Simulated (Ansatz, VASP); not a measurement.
# Ga12Ge13O44 (amorphous 32Ga2O3-68GeO2 (mol %)) in two plane-wave programs

One calculation is typed for both programs; each brings its own data sets. How far apart do they land? The structure shown is the start of the Ansatz relaxation below; VASP solves that cell, so the two are compared at the walk's first step.

Main program and level: Ansatz 0.2.0; plane waves, with VASP 6.6.1 beside it; single point at PBE.

### 1. Starting point

The cell holds 69 atoms: 12 Ga, 13 Ge and 44 O. Its edges and angles: a = 9.383 Å, b = 9.383 Å, c = 9.383 Å, α = 90.0°, β = 90.0°, γ = 90.0°. As first built, before any earlier steps moved the atoms (in the runner's words): 69 atoms (12 Fe, 13 Ge, 44 O) placed at random at 4.74 g/cm^3, melted at 5000 K for 10 ps at fixed volume with the Morse and Coulomb pair potential with partial charges (Pedone, Malavasi, Menziani, Cormack and Segre, J. Phys. Chem. B 110, 11780 (2006)). Quenched from 5000 K to 300 K at 20 K/ps and fixed volume, held 5 ps, then minimised at fixed cell. Then Fe was replaced by Ga and the cell scaled by 1.006 (the potential has no terms for the new elements, so the cell is a start for a DFT relaxation).

### 2. Ansatz: relaxation, PBE

Ansatz runs on its PAW soft_1 files.

The two programs are compared at the cell with which this relaxation starts, whose forces are those of its first step.

input.yaml reads:

```yaml
crystal:
  lattice:
    - [9.38326, 0.0, 0.0]
    - [0.0, 9.38326, 0.0]
    - [0.0, 0.0, 9.38326]
  atoms:
    - { symbol: Ga, position: [0.31252, 0.1619, 0.84962] }
    - { symbol: Ga, position: [0.92661, 0.27167, 0.84763] }
    - { symbol: Ga, position: [0.78601, 0.81624, 0.55241] }
    - { symbol: Ga, position: [0.47655, 0.62189, 0.60724] }
    - { symbol: Ga, position: [0.72128, 0.40924, 0.64422] }
    - { symbol: Ga, position: [0.27881, 0.56842, 0.2507] }
    - { symbol: Ga, position: [0.02191, 0.92959, 0.74773] }
    - { symbol: Ga, position: [0.53118, 0.36889, 0.3343] }
    - { symbol: Ga, position: [0.26082, 0.49297, 0.87757] }
    - { symbol: Ga, position: [0.55032, 0.06316, 0.17907] }
    - { symbol: Ga, position: [0.83132, 0.92226, 0.1628] }
    - { symbol: Ga, position: [0.38547, 0.84465, 0.90543] }
    - { symbol: Ge, position: [0.06232, 0.71792, 0.04375] }
    - { symbol: Ge, position: [0.62201, 0.68794, 0.29383] }
    - { symbol: Ge, position: [0.91296, 0.57352, 0.33335] }
    - { symbol: Ge, position: [0.03247, 0.59687, 0.6842] }
    - { symbol: Ge, position: [0.06635, 0.33142, 0.15001] }
    - { symbol: Ge, position: [0.23967, 0.82869, 0.4954] }
    - { symbol: Ge, position: [0.68042, 0.02649, 0.84493] }
    - { symbol: Ge, position: [0.58921, 0.36591, 0.97413] }
    - { symbol: Ge, position: [0.91619, 0.13874, 0.4642] }
    - { symbol: Ge, position: [0.73249, 0.67929, 0.87815] }
    - { symbol: Ge, position: [0.19296, 0.99246, 0.16842] }
    - { symbol: Ge, position: [0.23206, 0.31824, 0.53848] }
    - { symbol: Ge, position: [0.49172, 0.07034, 0.56491] }
    - { symbol: O, position: [0.91503, 0.45205, 0.73947] }
    - { symbol: O, position: [0.93269, 0.97038, 0.54948] }
    - { symbol: O, position: [0.66485, 0.5964, 0.71738] }
    - { symbol: O, position: [0.08492, 0.20629, 0.51899] }
    - { symbol: O, position: [0.30254, 0.37297, 0.37495] }
    - { symbol: O, position: [0.52154, 0.12625, 0.38864] }
    - { symbol: O, position: [0.87045, 0.76583, 0.74772] }
    - { symbol: O, position: [0.85699, 0.07509, 0.3016] }
    - { symbol: O, position: [0.92529, 0.33837, 0.03656] }
    - { symbol: O, position: [0.20101, 0.91992, 0.33972] }
    - { symbol: O, position: [0.12476, 0.77172, 0.62862] }
    - { symbol: O, position: [0.8771, 0.06255, 0.82049] }
    - { symbol: O, position: [0.59346, 0.85297, 0.21274] }
    - { symbol: O, position: [0.8242, 0.76403, 0.31804] }
    - { symbol: O, position: [0.08855, 0.62688, 0.87588] }
    - { symbol: O, position: [0.05502, 0.64354, 0.22056] }
    - { symbol: O, position: [0.86294, 0.72504, 0.01879] }
    - { symbol: O, position: [0.25956, 0.74076, 0.0599] }
    - { symbol: O, position: [0.37808, 0.92307, 0.57044] }
    - { symbol: O, position: [0.41851, 0.36119, 0.89556] }
    - { symbol: O, position: [0.6909, 0.28556, 0.83566] }
    - { symbol: O, position: [0.93774, 0.60607, 0.51532] }
    - { symbol: O, position: [0.62306, 0.83302, 0.87786] }
    - { symbol: O, position: [0.65288, 0.53802, 0.9791] }
    - { symbol: O, position: [0.56004, 0.2837, 0.13905] }
    - { symbol: O, position: [0.13893, 0.26308, 0.84942] }
    - { symbol: O, position: [0.20291, 0.44622, 0.08839] }
    - { symbol: O, position: [0.30851, 0.66823, 0.44175] }
    - { symbol: O, position: [0.20871, 0.96722, 0.83752] }
    - { symbol: O, position: [0.60494, 0.7327, 0.47775] }
    - { symbol: O, position: [0.04454, 0.90592, 0.08927] }
    - { symbol: O, position: [0.99729, 0.40356, 0.30706] }
    - { symbol: O, position: [0.37987, 0.66155, 0.78811] }
    - { symbol: O, position: [0.651, 0.00339, 0.64084] }
    - { symbol: O, position: [0.73144, 0.52324, 0.31549] }
    - { symbol: O, position: [0.18837, 0.46907, 0.64504] }
    - { symbol: O, position: [0.49135, 0.06597, 0.84482] }
    - { symbol: O, position: [0.13588, 0.16635, 0.16956] }
    - { symbol: O, position: [0.36115, 0.01571, 0.09523] }
    - { symbol: O, position: [0.48141, 0.57412, 0.2407] }
    - { symbol: O, position: [0.70828, 0.04209, 0.0355] }
    - { symbol: O, position: [0.35883, 0.20161, 0.6207] }
    - { symbol: O, position: [0.79725, 0.25758, 0.5365] }
    - { symbol: O, position: [0.53885, 0.43126, 0.53477] }
kpoints:
  mp_grid: { grid: [1, 1, 1] }
hamiltonian:
  xc: pbe
  pseudopotentials: { kind: paw, azcp: { folder: soft_1 } }
scf:
  occupations: { method: fixed }
output:
  forces: true
relax:
  f_tol: 0.05
  max_steps: 150
  cell: {}
```

Started as:

```sh
$ ansatz run input.yaml --threads 4 --pin off --max-ram 8192MiB --backend cpu --events-out ev --progress --plain --runs-dir out
```

Numbers of over 12 decimals in the logs are rounded to 6 here.

The log of the run:

```text
Engine: ansatz 0.2.0, aarch64-unknown-linux-gnu
Pseudopotentials: kind: paw
Pseudopotential: Ga, paw, valence charge 13, recommended cutoff 420 eV (normal), soft_1/Ga.paw.azcp
Pseudopotential: Ge, paw, valence charge 14, recommended cutoff 420 eV (normal), soft_1/Ge.paw.azcp
Pseudopotential: O, paw, valence charge 6, recommended cutoff 420 eV (normal), soft_1/O.paw.azcp
Functional definition: PBE
  parameter kappa = 0.804
  parameter beta = 0.066725
  exchange = pbe_x(kappa = kappa, mu = beta*pi^2/3)
  correlation = pbe_c(beta = beta)
Crystal: 69 atoms, lattice volume = 826.154 Å³
Basis set: ecut = 420 eV, 16135 PW (Γ), exchange–correlation on 128×128×128 points (8 copies of the dense FFT grid, shifted against one another)
Bands: 370, of which v1, the nominal top of the filled ones, is band 301 counted from 1 (300 counted from 0)
Symmetry: 1 space group operations
Space group: P1 (ITA 1), of the structure as read, at distance tolerance 9.4e-5 Å
k-points: 1
Non-local potential: Ga, projectors of the file, l = 0: 2, l = 1: 2, l = 2: 3, l = 3: 1
Non-local potential: Ge, projectors of the file, l = 0: 2, l = 1: 2, l = 2: 3, l = 3: 1
Non-local potential: O, projectors of the file, l = 0: 2, l = 1: 2, l = 2: 1
PAW form: soft (Blöchl's): semilocal exchange-correlation on the pseudo side does not see the compensation charge
PAW one-centre angular grid: Ga, 590 points (default); XC on 64 Gauss nodes
PAW one-centre angular grid: Ge, 590 points (default); XC on 64 Gauss nodes
PAW one-centre angular grid: O, 110 points (default); XC on 64 Gauss nodes
Initial density: superposition of atomic densities (chi_scale 0.1, normalization cell, long waves kept (reshape's long-wave potential 0.32 eV rms))
Initial wavefunctions: pseudopotential atomic-orbital guess
Functional: x = pbe(κ = 0.804, μ = 0.219515), c = pbe(β = 0.066725)
SCF iter   1: F=—  HF=-126207.311262 eV  |F-HF|=—  |Δ(HF+E_count)|=         —  Δρ=1.11e-1  dr2=5.78e1  ethr=3.10e-3  ⟨swp⟩=4.0  Hψ=1169  notcnv=0  defer=64
preconditioner: auto → Resta (q_TF=auto, 2.588 Å⁻¹)  ε∞=3.5  [insulator: Δε(μ)=1.538 eV  Ē_g=19.990 eV  n_scr=250 (ndim 8)  ℏωp=31.7 eV  f_vac=0.034  ε∞_Penn≈3.5]
SCF iter   2: F=—  HF=-126192.541478 eV  |F-HF|=—  |Δ(HF+E_count)|=    1.48e1  Δρ=4.94e-2  dr2=9.48e0  ethr=3.10e-3  ⟨swp⟩=2.0  Hψ=629  notcnv=0  defer=64
SCF iter   3: F=—  HF=-126189.782084 eV  |F-HF|=—  |Δ(HF+E_count)|=    2.76e0  Δρ=1.61e-2  dr2=1.79e0  ethr=1.58e-3  ⟨swp⟩=3.0  Hψ=563  notcnv=0  defer=63
SCF iter   4: F=—  HF=-126189.502651 eV  |F-HF|=—  |Δ(HF+E_count)|=   2.79e-1  Δρ=5.32e-3  dr2=1.95e-1  ethr=2.98e-4  ⟨swp⟩=2.0  Hψ=511  notcnv=0  defer=67
SCF iter   5: F=—  HF=-126189.549031 eV  |F-HF|=—  |Δ(HF+E_count)|=   4.64e-2  Δρ=3.27e-3  dr2=7.27e-2  ethr=3.24e-5  ⟨swp⟩=2.0  Hψ=648  notcnv=0  defer=67
SCF iter   6: F=—  HF=-126189.572503 eV  |F-HF|=—  |Δ(HF+E_count)|=   2.35e-2  Δρ=1.40e-3  dr2=1.46e-2  ethr=1.21e-5  ⟨swp⟩=2.0  Hψ=573  notcnv=0  defer=67
SCF iter   7: F=—  HF=-126189.571425 eV  |F-HF|=—  |Δ(HF+E_count)|=   1.08e-3  Δρ=2.94e-4  dr2=9.48e-4  ethr=2.42e-6  ⟨swp⟩=2.0  Hψ=612  notcnv=0  defer=67
SCF iter   8: F=—  HF=-126189.572699 eV  |F-HF|=—  |Δ(HF+E_count)|=   1.27e-3  Δρ=2.48e-4  dr2=4.79e-4  ethr=1.57e-7  ⟨swp⟩=2.0  Hψ=611  notcnv=0  defer=64
SCF iter   9: F=—  HF=-126189.572844 eV  |F-HF|=—  |Δ(HF+E_count)|=   1.45e-4  Δρ=7.19e-5  dr2=4.23e-5  ethr=7.96e-8  ⟨swp⟩=2.0  Hψ=610  notcnv=0  defer=61
SCF iter  10: F=—  HF=-126189.573666 eV  |F-HF|=—  |Δ(HF+E_count)|=   8.22e-4  Δρ=4.55e-5  dr2=1.52e-5  ethr=7.03e-9  ⟨swp⟩=2.0  Hψ=619  notcnv=0  defer=61
SCF iter  11: F=—  HF=-126189.573668 eV  |F-HF|=—  |Δ(HF+E_count)|=   2.70e-6  Δρ=1.80e-5  dr2=2.47e-6  ethr=2.52e-9  ⟨swp⟩=2.0  Hψ=610  notcnv=0  defer=61
SCF iter  12: F=—  HF=-126189.573670 eV  |F-HF|=—  |Δ(HF+E_count)|=   1.80e-6  Δρ=6.60e-6  dr2=3.68e-7  ethr=4.10e-10  ⟨swp⟩=2.0  Hψ=511  notcnv=0  defer=61
SCF iter  13: F=—  HF=-126189.573671 eV  |F-HF|=—  |Δ(HF+E_count)|=   3.44e-7  Δρ=3.78e-6  dr2=1.07e-7  ethr=1.66e-11  ⟨swp⟩=4.0  Hψ=1110  notcnv=0
SCF iter  14: F=-126189.573671 eV  HF=-126189.573671 eV  |F-HF|=4.69e-9  |Δ(HF+E_count)|=   2.98e-8  Δρ=9.97e-7  dr2=7.87e-9  ethr=1.66e-11  ⟨swp⟩=4.0  Hψ=998  notcnv=0
SCF 1 converged in 14 iterations: F = -126189.573671 eV  dr2 = 7.87e-9
  greatest PAW one-centre occupation: 0.999 electrons in one spin orbital (limit 2), on the Ge atom at site 12 (counted from 0), in its partial waves of l = 2
relax step   1: F+E_penalty+E_count = -126189.57367056 eV  Δ(F+E_penalty+E_count) = +0.000e0 eV  max|allowed force component| = 2.356e0 eV/Å  Δτ_max = 0.0000 Å  P = -3.563 GPa  Ω = 826.154 Å³  (14 SCF iters, dr2 threshold 1.00e-7 eV, accepted)
Crystal: 69 atoms, lattice volume = 792.235 Å³
Basis set: ecut = 420 eV, 15481 PW (Γ), exchange–correlation on 128×128×128 points (8 copies of the dense FFT grid, shifted against one another)
[...]
atom  24  Ge     0.00058339    -0.00739162    -0.00466686
  atom  25  Ge    -0.00550589    -0.00303951    -0.00724394
  atom  26  O      0.00298464     0.00001824     0.00086004
  atom  27  O      0.00039140    -0.00395812     0.00285031
  atom  28  O     -0.00274252    -0.00356560    -0.00129944
  atom  29  O      0.00756687     0.00354258     0.00316333
  atom  30  O     -0.00284982    -0.01219524     0.00661290
  atom  31  O     -0.00088631    -0.00113221     0.00090223
  atom  32  O      0.00127306     0.00082827    -0.00133846
  atom  33  O     -0.00145190    -0.00010355     0.00458202
  atom  34  O     -0.00135292    -0.00212963    -0.00510420
  atom  35  O      0.00080365     0.00002257     0.00371950
  atom  36  O     -0.00009003     0.00165702     0.00311496
  atom  37  O      0.00070592    -0.00155564    -0.00212579
  atom  38  O     -0.00479038     0.01329916    -0.00752364
  atom  39  O     -0.00143730     0.00594988     0.00003614
  atom  40  O     -0.00248781     0.00349765    -0.00410782
  atom  41  O      0.00015458    -0.00244545     0.00270769
  atom  42  O      0.00672341    -0.00686426    -0.00486651
  atom  43  O      0.00328916     0.00311041    -0.00638041
  atom  44  O     -0.00380014    -0.00128512    -0.00284848
  atom  45  O      0.00378305    -0.00256091     0.00135015
  atom  46  O     -0.00138704     0.00054613    -0.00189399
  atom  47  O     -0.00301288    -0.00007794    -0.00217052
[...]
atom  62  O      0.00178821    -0.00155433    -0.00255701
  atom  63  O     -0.00383225     0.00160779     0.00590742
  atom  64  O      0.00200009     0.00189321    -0.00487384
  atom  65  O     -0.00776736    -0.00110739     0.00052754
  atom  66  O     -0.00201307    -0.00035578    -0.00754269
  atom  67  O     -0.00435436     0.00397026     0.00166482
  atom  68  O     -0.00275767    -0.00144743     0.00424301
  atom  69  O      0.00127592     0.00123892     0.00634399
  max |Σ_I F_I| component: 1.93e-5 eV/Å
--- Stress (GPa, compression-positive) ---
       -0.014700      -0.003788      -0.007292
       -0.003788      -0.005410       0.013373
       -0.007292       0.013373       0.001207
  P = ⅓ Tr σ = -0.0063 GPa (-0.063 kbar)
--- Relaxed structure (24 steps of the walk, 21 accepted, 2 SCFs on fresh bases) ---
  F+E_penalty+E_count = -126196.53169313 eV   max|allowed force component| = 1.941e-2 eV/Å   (the final SCF, on the basis selected at the relaxed cell)
  cell:  # Å, volume = 791.0798 Å³
    - [9.369799, -0.190559, -0.185035]
    - [-0.190559, 8.964119, 0.297134]
    - [-0.185035, 0.297134, 9.435848]
  atoms:
    - { symbol: Ga, position: [0.312894, 0.149637, 0.871862] }
    - { symbol: Ga, position: [0.958841, 0.261787, 0.861757] }
    - { symbol: Ga, position: [0.813466, 0.779437, 0.524246] }
    - { symbol: Ga, position: [0.498143, 0.601061, 0.613952] }
    - { symbol: Ga, position: [0.711281, 0.361484, 0.659088] }
    - { symbol: Ga, position: [0.287361, 0.545958, 0.278512] }
    - { symbol: Ga, position: [0.012591, 0.951250, 0.714592] }
    - { symbol: Ga, position: [0.594316, 0.359603, 0.348457] }
    - { symbol: Ga, position: [0.265631, 0.477497, 0.889133] }
    - { symbol: Ga, position: [0.550264, 0.061629, 0.182765] }
    - { symbol: Ga, position: [0.860511, 0.948081, 0.153911] }
    - { symbol: Ga, position: [0.348007, 0.834571, 0.848069] }
    - { symbol: Ge, position: [0.081667, 0.729260, 0.028789] }
    - { symbol: Ge, position: [0.612835, 0.695669, 0.291278] }
    - { symbol: Ge, position: [0.917383, 0.584058, 0.308384] }
    - { symbol: Ge, position: [0.026324, 0.586029, 0.681811] }
    - { symbol: Ge, position: [0.065765, 0.341576, 0.154634] }
    - { symbol: Ge, position: [0.263439, 0.816690, 0.501060] }
    - { symbol: Ge, position: [0.671633, 0.036855, 0.847773] }
    - { symbol: Ge, position: [0.600371, 0.372901, 0.984095] }
    - { symbol: Ge, position: [0.891239, 0.154376, 0.440918] }
    - { symbol: Ge, position: [0.749315, 0.676971, 0.866290] }
    - { symbol: Ge, position: [0.200625, 1.017120, 0.187598] }
    - { symbol: Ge, position: [0.201417, 0.316286, 0.543981] }
    - { symbol: Ge, position: [0.471612, 0.102019, 0.561894] }
    - { symbol: O, position: [0.910243, 0.410837, 0.719505] }
    - { symbol: O, position: [0.887489, 0.970239, 0.546465] }
    - { symbol: O, position: [0.668383, 0.557019, 0.729874] }
    - { symbol: O, position: [0.053597, 0.184452, 0.549462] }
    - { symbol: O, position: [0.269786, 0.362239, 0.380308] }
    - { symbol: O, position: [0.502780, 0.151177, 0.380387] }
    - { symbol: O, position: [0.893447, 0.736065, 0.724929] }
    - { symbol: O, position: [0.820642, 0.092321, 0.280046] }
    - { symbol: O, position: [0.922376, 0.337992, 0.031717] }
    - { symbol: O, position: [0.198072, 0.925619, 0.356838] }
    - { symbol: O, position: [0.126064, 0.780891, 0.622626] }
    - { symbol: O, position: [0.886569, 0.067557, 0.822588] }
    - { symbol: O, position: [0.525622, 0.857078, 0.227443] }
    - { symbol: O, position: [0.823932, 0.782160, 0.289196] }
    - { symbol: O, position: [0.098403, 0.596830, 0.872560] }
    - { symbol: O, position: [0.084797, 0.654415, 0.220443] }
    - { symbol: O, position: [0.886927, 0.729588, 0.00543849] }
    - { symbol: O, position: [0.271129, 0.766628, 0.028287] }
    - { symbol: O, position: [0.404338, 0.913177, 0.592840] }
    - { symbol: O, position: [0.423842, 0.349230, 0.903364] }
    - { symbol: O, position: [0.690800, 0.265210, 0.861010] }
    - { symbol: O, position: [0.933720, 0.616408, 0.496114] }
    - { symbol: O, position: [0.654883, 0.838974, 0.814546] }
    - { symbol: O, position: [0.656539, 0.559648, 1.003943] }
[...]
- { symbol: O, position: [0.464153, 0.015818, 0.865837] }
    - { symbol: O, position: [0.100719, 0.164926, 0.234320] }
    - { symbol: O, position: [0.352333, 0.084878, 0.099729] }
    - { symbol: O, position: [0.482223, 0.544981, 0.252734] }
    - { symbol: O, position: [0.700439, 0.013760, 0.044041] }
    - { symbol: O, position: [0.333329, 0.202154, 0.642930] }
    - { symbol: O, position: [0.769144, 0.290995, 0.477340] }
    - { symbol: O, position: [0.542406, 0.411948, 0.540836] }
```

The column dr2 measures how far the density is from self-consistency, as an energy; F and HF (Harris–Foulkes) agree once it is small.

(Part 1 of 2 ends here.)

[Lines on the potential files, build, host, timing and source positions are cut from VASP's logs without a mark.]

[Logs are printed without paths, hosts, clocks, repeated set-up lines and the standing remarks that a program may print on its own settings, such as how far it seeks lower states.]

[Hosts, paths, dates, database ids (printed as entryN), source tags and the programs' standing remarks are cut or masked in the printed files.]
